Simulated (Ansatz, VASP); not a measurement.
## KH6C3NO5 (KH6C3NO5 (P2_1/c)) in two plane-wave programs

Wanted: the spread between two codes on one cell, functional and k mesh. Of the first pair: The structure shown is the start of the Ansatz relaxation below; VASP solves that cell, so the two are compared at the walk's first step.

Calculated with Ansatz 0.2.0; plane waves, with VASP 6.6.1 beside it; single point at LDA.

### 1. The starting structure

The cell holds 64 atoms: 4 K, 24 H, 12 C, 4 N and 20 O. Its edges and angles: a = 7.457 Å, b = 13.002 Å, c = 6.816 Å, α = 90.0°, β = 105.4°, γ = 90.0°. It derives from KH6C3NO5 (P2_1/c), repeated 1×1×1. As first built, before any earlier steps moved the atoms (in the runner's words): KH6C3NO5, space group P2_1/c, measured structure (Crystallography Open Database), 1 x 1 x 1 conventional cells; every coordinate displaced by a Gaussian of 0.01 A; bonds to H set to neutron lengths (C-H 1.089, N-H 1.015, O-H 0.983, B-H 1.19 A) where the measured ones are shorter.

Coordinates:

```
K H C N O
1.0
     7.45700    0.00000    0.00000
     0.00000   13.00200    0.00000
    -1.81118    0.00000    6.57096
K H C N O
4 24 12 4 20
Direct
  0.50144 0.63936 0.09527
  0.49608 0.14066 0.40344
  0.49600 0.35843 0.90276
  0.50349 0.85926 0.60005
  0.97551 0.73298 0.95208
  0.02581 0.23302 0.55133
  0.02596 0.26759 0.04774
  0.97336 0.76746 0.44986
  0.98781 0.85187 0.83116
  0.01370 0.35177 0.66683
  0.01375 0.14770 0.16428
  0.98969 0.64738 0.33475
  0.55300 0.89658 0.12108
  0.44891 0.39621 0.38160
  0.44809 0.10450 0.88170
  0.54956 0.60354 0.61763
  0.23014 0.96159 0.94674
  0.76711 0.46256 0.55070
  0.77091 0.03963 0.05237
  0.23103 0.53925 0.44806
  0.88002 0.48749 0.14047
  0.11880 0.98616 0.35817
  0.12164 0.51335 0.85744
  0.87950 0.01448 0.64091
  0.81135 0.53590 0.91924
  0.18262 0.03542 0.57724
  0.18669 0.46357 0.07859
  0.81245 0.96406 0.42091
  0.85326 0.85824 0.07707
  0.14351 0.35679 0.42113
  0.14416 0.14229 0.92289
  0.85555 0.64112 0.57745
  0.00582 0.81311 0.97859
  0.99872 0.31386 0.52189
  0.99866 0.18647 0.02016
  0.99940 0.68499 0.47880
  0.19609 0.82924 0.10941
  0.80070 0.32771 0.39198
  0.79977 0.17198 0.89252
  0.19700 0.67325 0.60781
  0.29161 0.90909 0.06189
  0.71178 0.40960 0.44124
  0.71160 0.09041 0.94169
  0.28613 0.58956 0.56209
  0.69338 0.82544 0.01367
  0.30496 0.32447 0.48646
  0.30530 0.17540 0.98400
  0.69345 0.67542 0.51314
  0.90685 0.92926 0.20970
  0.09403 0.43002 0.29300
  0.09364 0.07002 0.79407
  0.90830 0.57035 0.70764
  0.27038 0.76915 0.24663
  0.73069 0.26899 0.25158
  0.72815 0.23234 0.75274
  0.27224 0.73334 0.74762
  0.46813 0.93584 0.18296
  0.53568 0.43494 0.31746
  0.53237 0.06697 0.81930
  0.46437 0.56664 0.68399
  0.77266 0.51362 0.04042
  0.22790 0.01248 0.45770
  0.22990 0.48713 0.96217
  0.76992 0.98772 0.53723
```

### 2. Ansatz: relaxation, LDA

Ansatz runs on its default PAW (the set named soft_2) files.

The two programs are compared at the cell with which this relaxation starts, whose forces are those of its first step.

input.yaml reads:

```yaml
crystal:
  lattice:
    - [7.457, 0.0, 0.0]
    - [0.0, 13.002, 0.0]
    - [-1.81118, 0.0, 6.57096]
  atoms:
    - { symbol: K, position: [0.50144, 0.63936, 0.09526] }
    - { symbol: K, position: [0.49609, 0.14066, 0.40344] }
    - { symbol: K, position: [0.496, 0.35843, 0.90276] }
    - { symbol: K, position: [0.50348, 0.85926, 0.60005] }
    - { symbol: H, position: [0.97552, 0.73298, 0.95209] }
    - { symbol: H, position: [0.02581, 0.23302, 0.55133] }
    - { symbol: H, position: [0.02596, 0.26759, 0.04774] }
    - { symbol: H, position: [0.97337, 0.76746, 0.44986] }
    - { symbol: H, position: [0.98781, 0.85187, 0.83115] }
    - { symbol: H, position: [0.0137, 0.35177, 0.66683] }
    - { symbol: H, position: [0.01376, 0.1477, 0.16429] }
    - { symbol: H, position: [0.98968, 0.64738, 0.33475] }
    - { symbol: H, position: [0.553, 0.89658, 0.12108] }
    - { symbol: H, position: [0.44892, 0.39621, 0.3816] }
    - { symbol: H, position: [0.44809, 0.1045, 0.8817] }
    - { symbol: H, position: [0.54955, 0.60354, 0.61763] }
    - { symbol: H, position: [0.23013, 0.96159, 0.94674] }
    - { symbol: H, position: [0.76711, 0.46256, 0.5507] }
    - { symbol: H, position: [0.77091, 0.03963, 0.05237] }
    - { symbol: H, position: [0.23104, 0.53925, 0.44806] }
    - { symbol: H, position: [0.88002, 0.48749, 0.14046] }
    - { symbol: H, position: [0.1188, 0.98616, 0.35817] }
    - { symbol: H, position: [0.12164, 0.51335, 0.85744] }
    - { symbol: H, position: [0.87949, 0.01448, 0.64091] }
    - { symbol: H, position: [0.81134, 0.5359, 0.91924] }
    - { symbol: H, position: [0.18262, 0.03542, 0.57724] }
    - { symbol: H, position: [0.18669, 0.46357, 0.07859] }
    - { symbol: H, position: [0.81245, 0.96406, 0.42092] }
    - { symbol: C, position: [0.85326, 0.85824, 0.07706] }
    - { symbol: C, position: [0.1435, 0.35679, 0.42112] }
    - { symbol: C, position: [0.14417, 0.14229, 0.9229] }
    - { symbol: C, position: [0.85556, 0.64112, 0.57745] }
    - { symbol: C, position: [0.00582, 0.81311, 0.9786] }
    - { symbol: C, position: [0.99872, 0.31386, 0.52188] }
    - { symbol: C, position: [0.99866, 0.18647, 0.02016] }
    - { symbol: C, position: [0.9994, 0.68499, 0.47881] }
    - { symbol: C, position: [0.19609, 0.82924, 0.10941] }
    - { symbol: C, position: [0.8007, 0.32771, 0.39198] }
    - { symbol: C, position: [0.79978, 0.17198, 0.89252] }
    - { symbol: C, position: [0.19701, 0.67325, 0.60781] }
    - { symbol: "N", position: [0.29161, 0.90909, 0.0619] }
    - { symbol: "N", position: [0.71179, 0.4096, 0.44125] }
    - { symbol: "N", position: [0.71159, 0.09041, 0.94169] }
    - { symbol: "N", position: [0.28612, 0.58956, 0.56209] }
    - { symbol: O, position: [0.69339, 0.82544, 0.01367] }
    - { symbol: O, position: [0.30496, 0.32447, 0.48646] }
    - { symbol: O, position: [0.3053, 0.1754, 0.984] }
    - { symbol: O, position: [0.69345, 0.67542, 0.51314] }
    - { symbol: O, position: [0.90685, 0.92926, 0.2097] }
    - { symbol: O, position: [0.09403, 0.43002, 0.293] }
    - { symbol: O, position: [0.09364, 0.07002, 0.79407] }
    - { symbol: O, position: [0.9083, 0.57035, 0.70764] }
    - { symbol: O, position: [0.27038, 0.76915, 0.24663] }
    - { symbol: O, position: [0.73069, 0.26899, 0.25158] }
    - { symbol: O, position: [0.72815, 0.23234, 0.75274] }
    - { symbol: O, position: [0.27224, 0.73334, 0.74763] }
    - { symbol: O, position: [0.46813, 0.93584, 0.18296] }
    - { symbol: O, position: [0.53568, 0.43494, 0.31745] }
    - { symbol: O, position: [0.53237, 0.06697, 0.8193] }
    - { symbol: O, position: [0.46438, 0.56664, 0.684] }
    - { symbol: O, position: [0.77266, 0.51362, 0.04042] }
    - { symbol: O, position: [0.2279, 0.01248, 0.4577] }
    - { symbol: O, position: [0.2299, 0.48713, 0.96217] }
    - { symbol: O, position: [0.76992, 0.98772, 0.53722] }
kpoints:
  mp_grid: { grid: [2, 1, 2] }
hamiltonian:
  xc: lda
scf:
  occupations: { method: fixed }
output:
  forces: true
relax:
  f_tol: 0.05
  max_steps: 150
  cell: {}
```

Launch:

```console
$ ansatz run input.yaml --threads 4 --pin off --max-ram 8192MiB --backend cpu --events-out ev --progress --plain --runs-dir out
```

Numbers of over 12 decimals in the logs are rounded to 6 here.

The program printed:

```text
Engine: ansatz 0.2.0, aarch64-unknown-linux-gnu
Pseudopotentials: kind: paw
Pseudopotential: K, paw, valence charge 9, recommended cutoff 420 eV (normal), K.paw.azcp
Pseudopotential: H, paw, valence charge 1, recommended cutoff 420 eV (normal), H.paw.azcp
Pseudopotential: C, paw, valence charge 4, recommended cutoff 420 eV (normal), C.paw.azcp
Pseudopotential: N, paw, valence charge 5, recommended cutoff 420 eV (normal), N.paw.azcp
Pseudopotential: O, paw, valence charge 6, recommended cutoff 420 eV (normal), O.paw.azcp
Functional definition: SPW92
  exchange = slater_x
  correlation = pw_c
Crystal: 64 atoms, lattice volume = 637.093 Å³
Basis set: ecut = 420 eV, 12457 PW (Γ)
Bands: 188, of which v1, the nominal top of the filled ones, is band 124 counted from 1 (123 counted from 0)
Symmetry: 1 space group operations
Space group: P1 (ITA 1), of the structure as read, at distance tolerance 8.6e-5 Å
k-points: 4
Non-local potential: K, projectors of the file, l = 0: 3, l = 1: 2, l = 2: 2
Non-local potential: H, projectors of the file, l = 0: 2, l = 1: 1
Non-local potential: C, projectors of the file, l = 0: 2, l = 1: 2, l = 2: 1
Non-local potential: N, projectors of the file, l = 0: 2, l = 1: 2, l = 2: 1
Non-local potential: O, projectors of the file, l = 0: 2, l = 1: 2, l = 2: 1
PAW form: soft (Blöchl's): semilocal exchange-correlation on the pseudo side does not see the compensation charge
PAW frozen core: K, regenerated for the run's functional, and the local potential with it (the file was generated under x = pbe(κ = 0.804, μ = 0.219515), c = pbe(β = 0.066725))
PAW frozen core: C, regenerated for the run's functional, and the local potential with it (the file was generated under x = pbe(κ = 0.804, μ = 0.219515), c = pbe(β = 0.066725))
PAW frozen core: N, regenerated for the run's functional, and the local potential with it (the file was generated under x = pbe(κ = 0.804, μ = 0.219515), c = pbe(β = 0.066725))
PAW frozen core: O, regenerated for the run's functional, and the local potential with it (the file was generated under x = pbe(κ = 0.804, μ = 0.219515), c = pbe(β = 0.066725))
PAW one-centre angular grid: K, 110 points (default); XC on 64 Gauss nodes
PAW one-centre angular grid: H, 110 points (default); XC on 64 Gauss nodes
PAW one-centre angular grid: C, 110 points (default); XC on 64 Gauss nodes
PAW one-centre angular grid: N, 110 points (default); XC on 64 Gauss nodes
PAW one-centre angular grid: O, 110 points (default); XC on 64 Gauss nodes
Initial density: superposition of atomic densities (neutral atoms: chi_scale 0, normalization atom), corrected by the library's trained network
Initial wavefunctions: pseudopotential atomic-orbital guess
Functional: x = slater, c = lda
SCF iter   1: F=—  HF=-21879.433218 eV  |F-HF|=—  |Δ(HF+E_count)|=         —  Δρ=1.10e-2  dr2=6.17e-1  ethr=1.77e-3  ⟨swp⟩=5.0  Hψ=2424  notcnv=0  defer=246
preconditioner: auto → Resta (q_TF=auto, 2.331 Å⁻¹)  ε∞=2.8  [insulator: Δε(μ)=4.433 eV  Ē_g=16.840 eV  n_scr=138 (ndim 8)  ℏωp=22.8 eV  f_vac=0.128  ε∞_Penn≈2.8]
SCF iter   2: F=—  HF=-21879.255222 eV  |F-HF|=—  |Δ(HF+E_count)|=   1.78e-1  Δρ=4.76e-3  dr2=1.17e-1  ethr=2.49e-4  ⟨swp⟩=2.0  Hψ=1042  notcnv=0  defer=248
SCF iter   3: F=—  HF=-21879.223293 eV  |F-HF|=—  |Δ(HF+E_count)|=   3.19e-2  Δρ=2.27e-3  dr2=2.87e-2  ethr=4.72e-5  ⟨swp⟩=2.0  Hψ=999  notcnv=0  defer=128
automatic band count: iteration 3 solves 158 bands in place of 188: the levels show a gap, and the empty bands left out lie too high to hold charge; the band table lists the bands solved (type scf.n_extra_bands for more)
SCF iter   4: F=—  HF=-21879.216154 eV  |F-HF|=—  |Δ(HF+E_count)|=   7.14e-3  Δρ=5.61e-4  dr2=1.77e-3  ethr=1.16e-5  ⟨swp⟩=2.0  Hψ=999  notcnv=0  defer=128
SCF iter   5: F=—  HF=-21879.216185 eV  |F-HF|=—  |Δ(HF+E_count)|=   3.11e-5  Δρ=3.34e-4  dr2=6.14e-4  ethr=7.13e-7  ⟨swp⟩=2.0  Hψ=990  notcnv=0  defer=128
SCF iter   6: F=—  HF=-21879.216128 eV  |F-HF|=—  |Δ(HF+E_count)|=   5.71e-5  Δρ=1.16e-4  dr2=7.47e-5  ethr=2.47e-7  ⟨swp⟩=2.0  Hψ=991  notcnv=0  defer=105
SCF iter   7: F=—  HF=-21879.215439 eV  |F-HF|=—  |Δ(HF+E_count)|=   6.88e-4  Δρ=4.39e-5  dr2=1.11e-5  ethr=3.01e-8  ⟨swp⟩=2.0  Hψ=1088  notcnv=0  defer=105
SCF iter   8: F=—  HF=-21879.215439 eV  |F-HF|=—  |Δ(HF+E_count)|=   1.14e-7  Δρ=1.16e-5  dr2=8.33e-7  ethr=4.46e-9  ⟨swp⟩=2.0  Hψ=957  notcnv=0  defer=105
SCF iter   9: F=—  HF=-21879.215439 eV  |F-HF|=—  |Δ(HF+E_count)|=   4.48e-7  Δρ=5.68e-6  dr2=1.76e-7  ethr=3.36e-10  ⟨swp⟩=2.0  Hψ=967  notcnv=0  defer=105
SCF iter  10: F=-21879.215439 eV  HF=-21879.215439 eV  |F-HF|=5.53e-8  |Δ(HF+E_count)|=   1.50e-8  Δρ=3.78e-6  dr2=7.58e-8  ethr=4.03e-11  ⟨swp⟩=5.0  Hψ=2237  notcnv=0
SCF 1 converged in 10 iterations: F = -21879.215439 eV  dr2 = 7.58e-8
[...]
atom  11  H      0.00242112    -0.00246937     0.00398345
  atom  12  H     -0.00234793    -0.00151910    -0.00380874
  atom  13  H     -0.00079357    -0.00115912    -0.00164238
  atom  14  H      0.00067215    -0.00114582     0.00211197
  atom  15  H      0.00055112     0.00125909     0.00205335
  atom  16  H     -0.00157057     0.00049338    -0.00126194
  atom  17  H      0.00056759     0.00048007     0.00075622
  atom  18  H     -0.00127891     0.00121291    -0.00097440
  atom  19  H     -0.00127219    -0.00027353    -0.00100969
  atom  20  H      0.00105375    -0.00145121     0.00074126
  atom  21  H     -0.00265080     0.00376085    -0.00289688
  atom  22  H      0.00120604     0.00311557     0.00114744
  atom  23  H      0.00181912    -0.00328791     0.00148237
  atom  24  H     -0.00090696    -0.00246226    -0.00053982
  atom  25  H      0.00382402     0.00097678    -0.00489585
  atom  26  H     -0.00373281     0.00104471     0.00440616
  atom  27  H     -0.00388938    -0.00128603     0.00458612
  atom  28  H      0.00333644    -0.00138563    -0.00413419
  atom  29  C     -0.00286633    -0.00632536    -0.01831270
  atom  30  C     -0.00026906     0.00957986     0.03447379
  atom  31  C     -0.00003747     0.00869017     0.01850654
  atom  32  C      0.00000622     0.00682239    -0.01838591
  atom  33  C      0.00263518    -0.00275650     0.00795403
  atom  34  C     -0.00016833    -0.00645137    -0.01226607
[...]
atom  57  O      0.00220136     0.00091309     0.00302995
  atom  58  O     -0.00348121     0.00142341    -0.00396779
  atom  59  O     -0.00275610    -0.00131892    -0.00387689
  atom  60  O      0.00271436    -0.00042659     0.00311139
  atom  61  O      0.00030240    -0.00318367     0.00957090
  atom  62  O      0.00102833    -0.00199133    -0.00714766
  atom  63  O      0.00077446     0.00224045    -0.00770954
  atom  64  O     -0.00127035     0.00134441     0.00595088
  max |Σ_I F_I| component: 6.91e-6 eV/Å
--- Stress (GPa, compression-positive) ---
        0.001822       0.001061      -0.002822
        0.001061       0.004506      -0.000312
       -0.002822      -0.000312       0.010055
  P = ⅓ Tr σ = 0.0055 GPa (0.055 kbar)
--- Relaxed structure (14 steps of the walk, 14 accepted, 3 SCFs on fresh bases) ---
  F+E_penalty+E_count = -21880.36219745 eV   max|allowed force component| = 3.447e-2 eV/Å   (the final SCF, on the basis selected at the relaxed cell)
  cell:  # Å, volume = 581.5538 Å³
    - [7.311629, -0.000223967, -0.018759]
    - [-0.000390508, 12.549737, -5.2905075397321384e-5]
    - [-1.792402, 2.7660583298705302e-5, 6.342437]
  atoms:
    - { symbol: K, position: [0.491569, 0.635713, 0.096690] }
    - { symbol: K, position: [0.508164, 0.135682, 0.403354] }
    - { symbol: K, position: [0.508101, 0.364556, 0.903330] }
    - { symbol: K, position: [0.491568, 0.864586, 0.596677] }
    - { symbol: H, position: [0.967346, 0.729514, 0.941779] }
    - { symbol: H, position: [0.032270, 0.229616, 0.558524] }
    - { symbol: H, position: [0.032408, 0.270827, 0.058017] }
    - { symbol: H, position: [0.967355, 0.770722, 0.441729] }
    - { symbol: H, position: [0.966696, 0.856908, 0.822923] }
    - { symbol: H, position: [0.032999, 0.357120, 0.676995] }
    - { symbol: H, position: [0.033081, 0.143498, 0.177129] }
    - { symbol: H, position: [0.966668, 0.643304, 0.322951] }
    - { symbol: H, position: [0.556919, 0.888924, 0.117778] }
    - { symbol: H, position: [0.442688, 0.388882, 0.382152] }
    - { symbol: H, position: [0.442896, 0.111311, 0.882314] }
    - { symbol: H, position: [0.556912, 0.611360, 0.617772] }
    - { symbol: H, position: [0.226856, 0.963581, 0.939256] }
    - { symbol: H, position: [0.772724, 0.463584, 0.560778] }
    - { symbol: H, position: [0.773027, 0.036678, 0.060781] }
    - { symbol: H, position: [0.226815, 0.536678, 0.439245] }
    - { symbol: H, position: [0.890248, 0.482716, 0.148166] }
    - { symbol: H, position: [0.109456, 0.982709, 0.351856] }
    - { symbol: H, position: [0.109419, 0.517581, 0.851861] }
    - { symbol: H, position: [0.890300, 0.017567, 0.648171] }
    - { symbol: H, position: [0.816355, 0.541603, 0.926924] }
    - { symbol: H, position: [0.183342, 0.041600, 0.573098] }
    - { symbol: H, position: [0.183325, 0.458697, 0.073100] }
    - { symbol: H, position: [0.816403, 0.958692, 0.426920] }
    - { symbol: C, position: [0.850508, 0.857130, 0.080663] }
    - { symbol: C, position: [0.149120, 0.357071, 0.419191] }
    - { symbol: C, position: [0.149253, 0.143128, 0.919368] }
    - { symbol: C, position: [0.850503, 0.643127, 0.580691] }
    - { symbol: C, position: [-0.00589913, 0.814879, 0.976509] }
    - { symbol: C, position: [1.005541, 0.314958, 0.523539] }
    - { symbol: C, position: [1.005648, 0.185447, 0.023457] }
    - { symbol: C, position: [0.994105, 0.685364, 0.476513] }
    - { symbol: C, position: [0.195158, 0.827637, 0.107289] }
    - { symbol: C, position: [0.804504, 0.327678, 0.392728] }
    - { symbol: C, position: [0.804584, 0.172650, 0.892743] }
    - { symbol: C, position: [0.195157, 0.672617, 0.607282] }
    - { symbol: N, position: [0.286645, 0.911826, 0.062294] }
    - { symbol: N, position: [0.712949, 0.411837, 0.437718] }
    - { symbol: N, position: [0.713174, 0.088433, 0.937759] }
    - { symbol: N, position: [0.286633, 0.588429, 0.562284] }
    - { symbol: O, position: [0.683257, 0.822886, 0.019014] }
    - { symbol: O, position: [0.316361, 0.322836, 0.480914] }
    - { symbol: O, position: [0.316514, 0.177347, 0.981069] }
    - { symbol: O, position: [0.683270, 0.677386, 0.519050] }
    - { symbol: O, position: [0.900643, 0.929938, 0.218012] }
    - { symbol: O, position: [0.099061, 0.429943, 0.281972] }
    - { symbol: O, position: [0.099102, 0.070328, 0.782013] }
    - { symbol: O, position: [0.900615, 0.570319, 0.718036] }
    - { symbol: O, position: [0.268860, 0.764339, 0.250541] }
    - { symbol: O, position: [0.730852, 0.264376, 0.249452] }
    - { symbol: O, position: [0.730787, 0.235939, 0.749505] }
    - { symbol: O, position: [0.268871, 0.735916, 0.750541] }
    - { symbol: O, position: [0.466192, 0.933981, 0.180890] }
    - { symbol: O, position: [0.533421, 0.433968, 0.319092] }
    - { symbol: O, position: [0.533621, 0.066252, 0.819218] }
    - { symbol: O, position: [0.466181, 0.566275, 0.680855] }
    - { symbol: O, position: [0.779269, 0.521413, 0.056079] }
    - { symbol: O, position: [0.220427, 0.021408, 0.443944] }
    - { symbol: O, position: [0.220397, 0.478882, 0.943931] }
    - { symbol: O, position: [0.779326, 0.978871, 0.556087] }
```

(Part 1 of 3 ends here.)

[Lines on the potential files, build, host, timing and source positions are cut from VASP's logs without a mark.]

[Logs are printed without paths, hosts, clocks, repeated set-up lines and the standing remarks that a program may print on its own settings, such as how far it seeks lower states.]

[Hosts, paths, dates, database ids (printed as entryN), source tags and the programs' standing remarks are cut or masked in the printed files.]
